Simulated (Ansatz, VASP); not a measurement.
# GaSb in two plane-wave programs

Aim: how closely do two programs agree when they are given the same cell, functional and k mesh? The cell is taken from a series of runs on this material, whose earlier steps may have relaxed, scaled, displaced or heated it; both programs get it as it stands.

Calculated with Ansatz 0.2.0; plane waves, with VASP 6.6.1 beside it; zone-centre phonons at PBEsol.

### 1. Starting point

It takes space group F-43m (No. 216, cubic). Conventional cell: a = 6.091 Å, b = 6.091 Å, c = 6.091 Å, α = 90.00°, β = 90.00°, γ = 90.00°. Ga has 4 Sb at 2.64 Å nearest. Nearest to Sb lie 4 Ga at 2.64 Å. Farther neighbours are not listed.

### 2. Ansatz: zone-centre phonons, PBEsol, pair 1

Ansatz runs on its PAW soft_1 files.

Second derivatives magnify differences that forces hide, and they need a tight electronic threshold.

The input, input.yaml:

```yaml
crystal:
  lattice:
    - [0.0, 3.0455482764, 3.0455482764]
    - [3.0455482764, 0.0, 3.0455482764]
    - [3.0455482764, 3.0455482764, 0.0]
  atoms:
    - { symbol: Ga, position: [0.0, 0.0, 0.0] }
    - { symbol: Sb, position: [0.75, 0.75, 0.75] }
kpoints:
  mp_grid: { grid: [12, 12, 12] }
hamiltonian:
  xc: pbesol
  pseudopotentials: { kind: paw, azcp: { folder: soft_1 }, xc_functional: pbe }
scf:
  occupations: { method: methfessel_paxton, width: 0.2 }
output:
  eigenvalues: true
phonons:
  method: dfpt
```

Command:

```
ansatz run input.yaml --threads 4 --pin off --max-ram 10240MiB --backend cpu --events-out ev --progress --plain --runs-dir out
```

Numbers of over 12 decimals in the logs are rounded to 6 here.

The program printed:

```text
zone centre: on kpoints.mp_grid the ground state, and the responses unless they are solved on pairs of k-points, stand on 163 of the mesh's 1728 k-points, reduced under 8 symmetry operations, with k and −k counted as one. Each operation leaves every solved displacement unchanged or reverses it
Engine: ansatz 0.2.0, x86_64-unknown-linux-gnu
Pseudopotentials: kind: paw
Pseudopotential: Ga, paw, valence charge 13, recommended cutoff 420 eV (normal), soft_1/Ga.paw.azcp
Pseudopotential: Sb, paw, valence charge 15, recommended cutoff 420 eV (normal), soft_1/Sb.paw.azcp
Functional definition: PBEsol
  exchange = pbesol_x
  correlation = pbesol_c
Crystal: 2 atoms, lattice volume = 56.497 Å³
Basis set: ecut = 420 eV, 1067 PW (Γ), exchange–correlation on 60×60×60 points (8 copies of the dense FFT grid, shifted against one another)
Bands: 18, of which v1, the nominal top of the filled ones, is band 14 counted from 1 (13 counted from 0)
Symmetry: 24 space group operations
k-points: 163 of 1728 (irreducible under 8 space group operations, time reversal used)
Non-local potential: Ga, projectors of the file, l = 0: 2, l = 1: 2, l = 2: 3, l = 3: 1
Non-local potential: Sb, projectors of the file, l = 0: 2, l = 1: 2, l = 2: 2, l = 3: 1
PAW form: soft (Blöchl's): semilocal exchange-correlation on the pseudo side does not see the compensation charge
PAW frozen core: Ga, regenerated for the run's functional, and the local potential with it (the file was generated under x = pbe(κ = 0.804, μ = 0.219515), c = pbe(β = 0.066725))
PAW frozen core: Sb, regenerated for the run's functional, and the local potential with it (the file was generated under x = pbe(κ = 0.804, μ = 0.219515), c = pbe(β = 0.066725))
PAW one-centre angular grid: Ga, 590 points (default); XC on 64 Gauss nodes
PAW one-centre angular grid: Sb, 590 points (default); XC on 64 Gauss nodes
Initial density: superposition of atomic densities (chi_scale 0.1, normalization cell, long waves kept (reshape's long-wave potential 0.00 eV rms))
Initial wavefunctions: pseudopotential atomic-orbital guess
Functional: x = pbesol(κ = 0.804, μ = 0.123457), c = pbesol(β = 0.046)
SCF iter   1: F=—  HF=-10151.700081 eV  |F-HF|=—  |Δ(HF+E_count)|=         —  Δρ=3.19e-2  dr2=4.12e-1  ethr=3.10e-3  ⟨swp⟩=5.6  Hψ=15232  notcnv=0
preconditioner: auto → none  [insulator: Δε(μ)=0.369 eV  Ē_g=14.771 eV  σ=0.200 eV  W_gap=0.65  n_scr=14 (ndim 8)  ℏωp=21.0 eV  f_vac=0.005  D(μ)=0.04/eV (n_scr^D=0)  ε∞_Penn≈3.0]
SCF iter   2: F=—  HF=-10151.623022 eV  |F-HF|=—  |Δ(HF+E_count)|=   7.71e-2  S|Δr|=    0.00e0  Δρ=1.45e-2  dr2=6.96e-2  ethr=1.47e-3  ⟨swp⟩=2.0  Hψ=4880  notcnv=0
SCF iter   3: F=—  HF=-10151.621284 eV  |F-HF|=—  |Δ(HF+E_count)|=   1.74e-3  S|Δr|=    0.00e0  Δρ=4.88e-3  dr2=1.26e-2  ethr=2.49e-4  ⟨swp⟩=2.0  Hψ=4627  notcnv=0
SCF iter   4: F=—  HF=-10151.615667 eV  |F-HF|=—  |Δ(HF+E_count)|=   5.62e-3  S|Δr|=    0.00e0  Δρ=8.43e-4  dr2=2.19e-4  ethr=4.49e-5  ⟨swp⟩=2.0  Hψ=4402  notcnv=0
SCF iter   5: F=—  HF=-10151.615627 eV  |F-HF|=—  |Δ(HF+E_count)|=   4.02e-5  S|Δr|=    0.00e0  Δρ=3.57e-4  dr2=2.50e-5  ethr=7.84e-7  ⟨swp⟩=2.0  Hψ=4404  notcnv=0
SCF iter   6: F=—  HF=-10151.615629 eV  |F-HF|=—  |Δ(HF+E_count)|=   2.17e-6  S|Δr|=    0.00e0  Δρ=3.58e-5  dr2=6.05e-7  ethr=8.92e-8  ⟨swp⟩=2.0  Hψ=5096  notcnv=0
SCF iter   7: F=—  HF=-10151.615628 eV  |F-HF|=—  |Δ(HF+E_count)|=   4.16e-7  S|Δr|=    0.00e0  Δρ=6.91e-6  dr2=2.39e-8  ethr=2.16e-9  ⟨swp⟩=2.0  Hψ=5219  notcnv=0
SCF iter   8: F=—  HF=-10151.615628 eV  |F-HF|=—  |Δ(HF+E_count)|=   2.47e-8  S|Δr|=    0.00e0  Δρ=1.78e-6  dr2=1.64e-9  ethr=8.53e-11  ⟨swp⟩=2.1  Hψ=3739  notcnv=0
SCF iter   9: F=—  HF=-10151.615628 eV  |F-HF|=—  |Δ(HF+E_count)|=  4.17e-10  S|Δr|=    0.00e0  Δρ=1.50e-7  dr2=1.13e-11  ethr=5.85e-12  ⟨swp⟩=2.0  Hψ=5218  notcnv=0
SCF iter  10: F=-10151.615628 eV  HF=-10151.615628 eV  |F-HF|=0.00e0  |Δ(HF+E_count)|=  3.64e-12  S|Δr|=    0.00e0  Δρ=2.09e-8  dr2=1.24e-13  ethr=1.00e-12  ⟨swp⟩=6.0  Hψ=12499  notcnv=0
SCF 1 converged in 10 iterations: F = -10151.615628 eV  dr2 = 1.24e-13
  greatest PAW one-centre occupation: 0.996 electrons in one spin orbital (limit 2), on the Sb atom at site 1 (counted from 0), in its partial waves of l = 2
DFPT response loops at Γ: preconditioner auto → Kerker (q_TF=auto, 2.427 Å⁻¹) (partly filled bands, converged f_vac=0.076); β = 1.00, the filter's whole step (`scf.mixing.beta` (0.50) is not read by the response loops under this deck's `scf.mixing.preconditioner`; to damp them name `kerker` or `kerker_dos`, under which they read `scf.mixing.beta`, and type it under 1.00, their step now; both keys bind the ground state too); Broyden in place of MSR1
SCF converged after 10 iterations
Stability not checked: this state was not tested for a lower state beside it, because cold or Methfessel-Paxton smearing, or corrected tetrahedra, fill the levels in a way that the test cannot read (fill_not_monotonic; see scf.lower_state_search)
Free energy (F): -10151.615628 eV
Harris-Foulkes:  -10151.615628 eV  (|F-HF|=0.00e0)
Internal energy: -10151.616018 eV  (E = F + TS)
E sigma→0 (E₀):  -10151.615726 eV
Entropy (-TS):   0.000390 eV (0.195 meV/atom)
Fermi energy:    7.904908 eV
Step filling:    the computed levels leave a gap of 0.0767 eV = 0.4 smearing widths at the electron count; against every level under it full and every level over it empty, smearing changes F+E_penalty+E_count by +0.168 meV and its σ→0 estimate by +0.071 meV
--- Per-component energies (eV) ---
  E_band       = -257.307059
  E_kinetic    = 276.029660
  E_local      = -3363.916397  (includes V_loc(G=0)·N_el)
  E_nonlocal   = 299.809719
  E_hartree    = 1721.600019
  E_xc         = -160.501876
  E_vxc        = -146.240427  (∫ρ·V_xc dr)
  E_paw        = -6420.897487  (= ΣΔE_a)
  E_vpaw       = -766.189559  (= ΣTr[D̂ρ^β])
  E_aug_tail   = -0.000091  (compensation charges beyond the density's cutoff)
  E_ewald      = -2504.934400
  E_core_change = 1.194834  (= ΣΔE_core)
  E_smearing   = 0.000390  (= −TS)
  E_closure    = 0.000000  (closes the sum)
  Σ components = -10151.615628   (vs F -10151.615628, Δ=0.00e0)
--- Band table (eV; the first three rows and the last of 163) ---
  k-point 0: bands = [... 10 lower, -3.7453, 7.8506, 7.8506, 7.8506, 7.9273, 10.6178, 10.6178, 10.6178]
  k-point 1: bands = [... 10 lower, -3.6724, 6.5449, 7.7240, 7.7240, 8.7740, 10.7910, 10.7910, 10.8739]
  k-point 2: bands = [... 10 lower, -3.4581, 5.1266, 7.4391, 7.4391, 8.8652, 11.1695, 11.1695, 11.7981]
  k-point 162: bands = [... 10 lower, -1.1978, 1.1211, 4.4201, 4.6432, 11.5639, 12.1095, 12.2583, 12.5591]
--- Phonons (Γ-DFPT): 2 representative perturbations + reference, on 163 of 1728 k-points (Σ response iterations 6) ---
  k mesh reduced under 8 symmetry operations, with k and −k counted as one. Each operation leaves every solved displacement unchanged or reverses it
  ASR residual: 2.425e-5 → 0.000e0 eV/Å²; symmetrization residual: 1.637e-6 eV/Å²
  ASR residual per site (eV/Å²): 2.42e-5 1.17e-5
  Γ frequencies (cm⁻¹): 0.00 0.00 0.00 221.22 221.22 221.22
  non-analytic LO–TO correction: not included (Born effective charges unavailable; polar crystals: no LO–TO splitting at Γ)
```

### 3. VASP: zone-centre phonons, PBEsol, pair 1

The same cell, functional, mesh and smearing now go to VASP, with its own data sets.

Lines of VASP's logs that name or quote its potential files are left out, and so is its time.

The input, INCAR:

```
SYSTEM = GaSb
PREC = Accurate
ENCUT = 500
EDIFF = 1E-08
NELM = 120
ISMEAR = 1
SIGMA = 0.2
LREAL = .FALSE.
ALGO = Normal
GGA = PS
NBANDS = 15
LORBIT = 11
LWAVE = .FALSE.
LCHARG = .FALSE.
ISIF = 2
IBRION = 8
LASPH = .TRUE.
GGA_COMPAT = .FALSE.
KPAR = 2
```

The input, POSCAR:

```
GaSb
1.0
    0.0000000000      3.0455482764      3.0455482764
    3.0455482764      0.0000000000      3.0455482764
    3.0455482764      3.0455482764      0.0000000000
Ga Sb
1 1
Direct
    0.0000000000      0.0000000000      0.0000000000
    0.7500000000      0.7500000000      0.7500000000
```

The input, KPOINTS:

```
Automatic mesh
0
Gamma
12 12 12
0 0 0
```

PAW data sets: Ga_d and Sb (PBE family, release 64).

Command:

```
mpirun -np 2 vasp_std
```

The program printed:

```text
[banner, memory and clock lines left out]
running    2 mpi-ranks, on    1 nodes
 distrk:  each k-point on    1 cores,    2 groups
 distr:  one band on    1 cores,    1 groups

 POSCAR found type information on POSCAR GaSb
 POSCAR found :  2 types and       2 ions
|                                                                             |
|               ----> ADVICE to this user running VASP <----                  |
|                                                                             |
|     You enforced a specific xc type in the INCAR file but a different       |
|     [... a line on the potential file left out ...]
|     I HOPE YOU KNOW WHAT YOU ARE DOING!                                     |
|                                                                             |

 LDA part: xc-table for (Slater+PW92), standard interpolation
 POSCAR, INCAR and KPOINTS ok, starting setup
 FFT: planning ... GRIDC
 FFT: planning ... GRID_SOFT
 FFT: planning ... GRID
 WAVECAR not read
 entering main loop
       N       E                     dE             d eps       ncg     rms          rms(c)
DAV:   1     0.780646501790E+02    0.78065E+02   -0.85032E+03  2184   0.146E+03
DAV:   2    -0.244221088468E+01   -0.80507E+02   -0.77695E+02  2496   0.292E+02
DAV:   3    -0.815389763682E+01   -0.57117E+01   -0.56869E+01  2587   0.659E+01
DAV:   4    -0.825335195373E+01   -0.99454E-01   -0.99440E-01  2668   0.966E+00
DAV:   5    -0.825590033527E+01   -0.25484E-02   -0.25483E-02  2817   0.134E+00    0.318E+00
DAV:   6    -0.817999712641E+01    0.75903E-01   -0.87951E-02  2863   0.529E+00    0.187E+00
DAV:   7    -0.815319722642E+01    0.26800E-01   -0.46085E-02  2720   0.202E+00    0.365E-01
DAV:   8    -0.815324629438E+01   -0.49068E-04   -0.49475E-03  2839   0.892E-01    0.104E-01
DAV:   9    -0.815352572017E+01   -0.27943E-03   -0.45315E-04  2461   0.173E-01    0.390E-02
DAV:  10    -0.815351818042E+01    0.75398E-05   -0.19732E-05  2853   0.392E-02    0.112E-02
DAV:  11    -0.815352744036E+01   -0.92599E-05   -0.12369E-05  2468   0.254E-02    0.451E-03
DAV:  12    -0.815352753687E+01   -0.96508E-07   -0.45552E-07  2875   0.670E-03    0.819E-04
DAV:  13    -0.815352752493E+01    0.11941E-07   -0.45504E-08  2440   0.142E-03    0.530E-04
DAV:  14    -0.815352756846E+01   -0.43530E-07   -0.41167E-09  2270   0.873E-04    0.770E-05
DAV:  15    -0.815352757654E+01   -0.80809E-08   -0.75339E-10  1479   0.348E-04
   1 F= -.81535276E+01 E0= -.81536603E+01  d E =0.398313E-03
 Linear response reoptimize wavefunctions to high precision
DAV:   1    -0.815352757212E+01    0.44192E-08   -0.17326E-10  1675   0.168E-04
DAV:   2    -0.815352757214E+01   -0.21828E-10   -0.46886E-11  1374   0.712E-05
 Linear response DOF=           2
 Linear response progress:
  Degree of freedom:   1/  2
       N       E                     dE             d eps       ncg     rms          rms(c)
RMM:   1    -0.166008517624E+00   -0.16601E+00    0.69443E-02 10467   0.806E+00
RMM:   2    -0.164909610567E+00    0.10989E-02   -0.27945E-02 15729   0.134E+00    0.393E-02
RMM:   3    -0.164919369219E+00   -0.97587E-05   -0.34095E-03 16342   0.413E-01    0.268E-02
RMM:   4    -0.164783871211E+00    0.13550E-03   -0.14184E-03 17754   0.190E-01    0.121E-02
RMM:   5    -0.164779686271E+00    0.41849E-05   -0.53606E-05 17324   0.506E-02    0.457E-03
RMM:   6    -0.164789422150E+00   -0.97359E-05   -0.63240E-06 17347   0.210E-02    0.389E-04
RMM:   7    -0.164785559243E+00    0.38629E-05   -0.32255E-06 17073   0.907E-03    0.545E-04
RMM:   8    -0.164787986930E+00   -0.24277E-05    0.64493E-07 17145   0.419E-03    0.152E-04
RMM:   9    -0.164789545695E+00   -0.15588E-05    0.59345E-07 17164   0.195E-03    0.598E-05
RMM:  10    -0.164790352000E+00   -0.80630E-06   -0.37985E-07 17369   0.972E-04    0.203E-05
RMM:  11    -0.164790302149E+00    0.49850E-07   -0.18931E-08 17328   0.481E-04    0.116E-05
RMM:  12    -0.164790286428E+00    0.15722E-07    0.33679E-08 17445   0.241E-04    0.120E-05
RMM:  13    -0.164790451154E+00   -0.16473E-06   -0.23858E-08 17008   0.130E-04    0.379E-06
RMM:  14    -0.164790388571E+00    0.62584E-07    0.45572E-08 16703   0.721E-05    0.453E-06
RMM:  15    -0.164790402035E+00   -0.13464E-07    0.54640E-09 17279   0.426E-05    0.358E-06
RMM:  16    -0.164790422934E+00   -0.20900E-07   -0.87455E-10 16768   0.293E-05    0.113E-06
RMM:  17    -0.164790426787E+00   -0.38529E-08    0.19353E-09 14688   0.217E-05    0.728E-07
 first order change of Fermi-energy   0.73439E-05
 force on displaced ion       1 direction 1 :  -8.058   0.000   0.000
 Linear response progress:
  Degree of freedom:   2/  2
       N       E                     dE             d eps       ncg     rms          rms(c)
RMM:   1    -0.284460189091E-01   -0.28446E-01    0.45753E-03 16652   0.137E+00
RMM:   2    -0.256588730678E-01    0.27871E-02   -0.36207E-03 15378   0.382E-01    0.663E-02
RMM:   3    -0.256029936188E-01    0.55879E-04   -0.21913E-04 16817   0.102E-01    0.361E-02
RMM:   4    -0.256550306007E-01   -0.52037E-04   -0.49275E-05 16893   0.440E-02    0.439E-03
RMM:   5    -0.256647578521E-01   -0.97273E-05   -0.70552E-06 17703   0.153E-02    0.282E-03
RMM:   6    -0.256576282471E-01    0.71296E-05   -0.37558E-07 16711   0.505E-03    0.695E-04
RMM:   7    -0.256566410350E-01    0.98721E-06   -0.92225E-09 17570   0.155E-03    0.257E-04
RMM:   8    -0.256560010171E-01    0.64002E-06   -0.30918E-08 16783   0.548E-04    0.661E-05
RMM:   9    -0.256559675518E-01    0.33465E-07   -0.50047E-09 17218   0.198E-04    0.186E-05
RMM:  10    -0.256559858324E-01   -0.18281E-07    0.22602E-09 16800   0.792E-05    0.409E-06
RMM:  11    -0.256559812991E-01    0.45333E-08   -0.12839E-09 16928   0.285E-05    0.374E-06
 first order change of Fermi-energy   0.20899E-03
 force on displaced ion       2 direction 1 :  -8.075   0.000   0.000
 Linear response finished
```

From OUTCAR (step 3):

```text
ion  position               nearest neighbor table
   1  0.000  0.000  0.000-   2 2.64   2 2.64   2 2.64   2 2.64
   2  0.750  0.750  0.750-   1 2.64   1 2.64   1 2.64   1 2.64

  LATTYP: Found a face centered cubic cell.
 ALAT       =     6.0910965528

 Subroutine GETGRP returns: Found 24 space group operations
 (whereof 24 operations were pure point group operations)

The static configuration has the point symmetry T_d .

 Found     72 irreducible k-points:

   k-points           NKPTS =     72   k-points in BZ     NKDIM =     72   number of bands    NBANDS=     15

   dimension x,y,z NGX =    32 NGY =   32 NGZ =   32
   dimension x,y,z NGXF=    64 NGYF=   64 NGZF=   64

   ENCUT  =  500.0 eV  36.75 Ry    6.06 a.u.   7.85  7.85  7.85*2*pi/ulx,y,z

   NELECT =      18.0000    total number of electrons

 k-points in reciprocal lattice and weights: Automatic mesh
   0.00000000  0.00000000  0.00000000       0.001
   0.08333333  0.00000000  0.00000000       0.005
   0.16666667  0.00000000  0.00000000       0.005
   0.25000000  0.00000000  0.00000000       0.005
   0.33333333  0.00000000  0.00000000       0.005
   0.41666667  0.00000000  0.00000000       0.005
   0.50000000  0.00000000  0.00000000       0.002
   0.08333333  0.08333333  0.00000000       0.003
   0.16666667  0.08333333  0.00000000       0.014
[...]
-0.33333333  0.50000000  0.16666667       0.007
  -0.25000000  0.50000000  0.25000000       0.003

 average (electrostatic) potential at core
       1 -65.4336       2 -87.3699

  Total        0.2160918      0.2160918      0.2160918      0.0000000      0.0000000      0.0000000
  in kB        6.1280516      6.1280516      6.1280516      0.0000000      0.0000000      0.0000000
  external PRESSURE =       6.1280516 kB  Pullay stress =       0.0000000 kB

  energy-cutoff  :      500.00
  volume of cell :       56.50
      direct lattice vectors                 reciprocal lattice vectors
     0.000000000  3.045548276  3.045548276    -0.164174052  0.164174052  0.164174052
     3.045548276  0.000000000  3.045548276     0.164174052 -0.164174052  0.164174052
     3.045548276  3.045548276  0.000000000     0.164174052  0.164174052 -0.164174052

 POSITION                                       TOTAL-FORCE (eV/Angst)
 -----------------------------------------------------------------------------------
      0.00000      0.00000      0.00000         0.000000      0.000000      0.000000
      4.56832      4.56832      4.56832        -0.000000     -0.000000     -0.000000
 -----------------------------------------------------------------------------------
    total drift:                               -0.000000     -0.000000     -0.000000

 Eigenvectors and eigenvalues of the dynamical matrix
 ----------------------------------------------------

   1 f  =    6.667625 THz    41.893926 2PiTHz  222.408043 cm-1    27.575071 meV
             X         Y         Z           dx          dy          dz
      0.000000  0.000000  0.000000     0.000000    0.797099    0.000000
      4.568322  4.568322  4.568322     0.000000   -0.603848    0.000000

   2 f  =    6.667625 THz    41.893926 2PiTHz  222.408043 cm-1    27.575071 meV
             X         Y         Z           dx          dy          dz
      0.000000  0.000000  0.000000     0.797099    0.000000    0.000000
      4.568322  4.568322  4.568322    -0.603848    0.000000    0.000000

   3 f  =    6.667625 THz    41.893926 2PiTHz  222.408043 cm-1    27.575071 meV
             X         Y         Z           dx          dy          dz
      0.000000  0.000000  0.000000     0.000000    0.000000    0.797099
      4.568322  4.568322  4.568322     0.000000    0.000000   -0.603848

   4 f/i=    0.003413 THz     0.021446 2PiTHz    0.113855 cm-1     0.014116 meV
             X         Y         Z           dx          dy          dz
      0.000000  0.000000  0.000000    -0.603848    0.000000    0.000000
      4.568322  4.568322  4.568322    -0.797099    0.000000    0.000000

   5 f/i=    0.003413 THz     0.021446 2PiTHz    0.113855 cm-1     0.014116 meV
             X         Y         Z           dx          dy          dz
      0.000000  0.000000  0.000000     0.000000   -0.603848    0.000000
      4.568322  4.568322  4.568322     0.000000   -0.797099    0.000000

   6 f/i=    0.003413 THz     0.021446 2PiTHz    0.113855 cm-1     0.014116 meV
             X         Y         Z           dx          dy          dz
      0.000000  0.000000  0.000000     0.000000    0.000000   -0.603848
      4.568322  4.568322  4.568322     0.000000    0.000000   -0.797099

 ELASTIC MODULI CONTR FROM IONIC RELAXATION (kBar)
 Direction    XX          YY          ZZ          XY          YZ          ZX
 --------------------------------------------------------------------------------
 XX          -0.0000     -0.0000     -0.0000     -0.0000      0.0000      0.0000
 YY          -0.0000     -0.0000     -0.0000     -0.0000     -0.0000      0.0000
 ZZ          -0.0000     -0.0000     -0.0000      0.0000     -0.0000      0.0000
 XY          -0.0000     -0.0000      0.0000   -180.6602      0.0000      0.0000
 YZ           0.0000     -0.0000     -0.0000      0.0000   -180.6602      0.0000
 ZX           0.0000      0.0000      0.0000      0.0000      0.0000   -180.6602
 --------------------------------------------------------------------------------
```

### 4. Differences

Known differences besides the potentials themselves: the data sets hold 28 valence electrons in Ansatz (on its PAW soft_1 files) and 18 in VASP; the cutoff is 420 eV in Ansatz and 500 eV in VASP; Ansatz makes its cores anew for this functional, VASP keeps those of its PBE data sets. Total energies have different zeros and are not compared.

The two programs side by side:

```csv
quantity,Ansatz,VASP,difference
optical mode 1 to 3 (cm⁻¹),221.2,222.4,-0.53 %
```

Modes are paired by rising frequency, not by their patterns, so a pair may set unlike modes beside each other; they are those without the splitting of longitudinal modes.

(Part 1 of 2 ends here.)

[Lines on the potential files, build, host, timing and source positions are cut from VASP's logs without a mark.]

[Logs are printed without paths, hosts, clocks, repeated set-up lines and the standing remarks that a program may print on its own settings, such as how far it seeks lower states.]

[Hosts, paths, dates, database ids (printed as entryN), source tags and the programs' standing remarks are cut or masked in the printed files.]
